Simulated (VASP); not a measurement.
A snapshot from molecular dynamics of C, step 111; the first frame, the perfect lattice, has an electronic free energy F (no ionic kinetic energy) of -9.005 eV/atom.

Given:

```xyz
64
Lattice="7.1340 0.0000 0.0000 0.0000 7.1340 0.0000 0.0000 0.0000 7.1340" Properties=species:S:1:pos:R:3 pbc="T T T"
C      3.5565     7.1162     7.1309
C      4.4411     0.8743     0.8767
C      5.3495     1.8061     7.1139
C      6.2361     2.6968     0.8958
C      5.3554     7.1253     1.7683
C      6.2587     0.8913     2.6890
C      7.1284     7.1268     7.1069
C      0.8768     0.9031     0.8957
C      1.7660     1.7602     7.1338
C      2.6705     2.6626     0.8982
C      3.5636     3.5575     0.0155
C      4.4914     4.4313     0.9011
C      5.3482     5.3800     7.1232
C      6.2404     6.2169     0.8745
C      1.7936     0.0003     1.7687
C      2.7041     0.9174     2.6614
C      3.5355     1.8007     1.7735
C      4.4384     2.6817     2.6871
C      5.3169     3.5414     1.8045
C      6.2153     4.4162     2.6819
C      3.5539     7.1255     3.6381
C      4.4905     0.8923     4.4342
C      5.3609     1.7682     3.5482
C      6.2570     2.6557     4.4751
C      5.3484     7.1299     5.3575
C      6.2383     0.9055     6.2582
C      0.0081     3.5575     0.0260
C      0.9551     4.4692     0.9207
C      1.7911     5.3357     0.0064
C      2.6749     6.2246     0.8841
C      7.1324     1.8087     1.7900
C      0.8780     2.7139     2.6634
C      1.7694     3.6100     1.7638
C      2.6608     4.4830     2.6659
C      3.5903     5.3491     1.7806
C      4.4588     6.2347     2.6629
C      0.0073     0.0246     3.5635
C      0.9270     0.8821     4.4673
C      1.8124     1.7763     3.5653
C      2.7122     2.6725     4.4310
C      3.5631     3.6126     3.5126
C      4.4170     4.4646     4.4906
C      5.3395     5.3375     3.5472
C      6.2297     6.2482     4.4634
C      1.7907     7.1147     5.3574
C      2.6519     0.8712     6.2152
C      3.5674     1.7943     5.3253
C      4.4496     2.7043     6.2570
C      5.3447     3.5747     5.3715
C      6.2354     4.4713     6.2243
C      0.0483     5.3608     1.7617
C      0.9073     6.2157     2.6736
C      7.1269     3.5265     3.5794
C      0.9140     4.4393     4.4796
C      1.7943     5.3498     3.5784
C      2.6466     6.2366     4.4884
C      0.0091     1.7844     5.3913
C      0.8446     2.6439     6.2455
C      1.7764     3.6014     5.3219
C      2.6750     4.4435     6.2466
C      3.5510     5.3530     5.3705
C      4.4508     6.2424     6.2384
C      0.0103     5.3840     5.3247
C      0.8970     6.2566     6.2552
```

Method: PBE GGA, VASP's PBE PAW potentials (set 64) (plane waves; VASP). Run with PREC = Normal, LREAL = Auto, ISYM = 0, EDIFF = 1E-5, 400 eV cut-off, 1×1×1 Γ-centred mesh, Fermi-Dirac smearing of 0.026 eV, potentials C.

Give F per atom of this frame and the forces (eV/Å).

-8.980 eV/atom.
```tsv
atom	Fx	Fy	Fz
C1	-0.04	0.52	-0.47
C2	0.53	1.08	0.20
C3	-0.37	-0.67	1.09
C4	-0.30	-0.90	0.39
C5	-0.04	0.20	0.53
C6	-0.33	0.35	-1.35
C7	-0.18	0.61	1.60
C8	0.27	-0.76	-0.08
C9	0.20	0.65	-0.40
C10	-0.72	0.74	-0.63
C11	0.05	0.14	-0.28
C12	-1.55	1.21	-0.32
C13	0.25	-1.99	0.17
C14	0.74	1.18	0.22
C15	-0.04	-0.09	0.68
C16	-1.34	-1.52	0.93
C17	1.57	-0.85	0.47
C18	0.46	-0.27	-0.99
C19	1.54	0.48	-0.83
C20	1.16	1.07	0.06
C21	0.84	0.36	-3.16
C22	-1.11	-0.23	1.55
C23	-0.33	0.51	0.85
C24	-0.78	0.11	-0.06
C25	0.12	0.55	-0.28
C26	-0.05	-0.68	-0.78
C27	-0.31	1.10	-0.74
C28	-2.71	0.07	-2.11
C29	0.16	0.48	-0.31
C30	0.53	0.50	-0.01
C31	-0.09	-0.59	-0.31
C32	0.80	-1.42	0.49
C33	1.30	-1.74	1.54
C34	0.93	-0.14	-0.22
C35	-0.88	0.06	-0.25
C36	-0.08	0.19	0.91
C37	0.18	-1.20	0.38
C38	-0.95	0.47	-0.12
C39	-0.61	0.84	-0.49
C40	-1.49	0.99	0.02
C41	-0.18	-1.62	2.46
C42	1.41	0.16	-1.73
C43	0.13	0.33	1.17
C44	0.66	0.07	-0.90
C45	-0.69	0.46	0.01
C46	1.10	0.74	0.89
C47	0.63	-0.11	0.68
C48	0.14	-1.23	-0.67
C49	-0.21	-0.05	-0.87
C50	0.77	0.33	0.78
C51	-1.84	-1.22	0.94
C52	-0.29	1.70	0.28
C53	0.16	1.54	0.12
C54	-1.41	1.41	-1.63
C55	-0.55	-0.19	-0.29
C56	1.09	-0.16	-0.36
C57	-0.63	-0.92	-1.82
C58	2.29	1.73	0.62
C59	0.79	-2.60	1.65
C60	-0.24	0.51	0.24
C61	0.04	-0.29	-0.13
C62	-0.12	0.24	0.29
C63	-0.20	-1.41	1.03
C64	-0.21	-0.78	-0.67
```

The cell is a supercell, built from C (diamond). Its lattice is the typed one, not relaxed at this level.
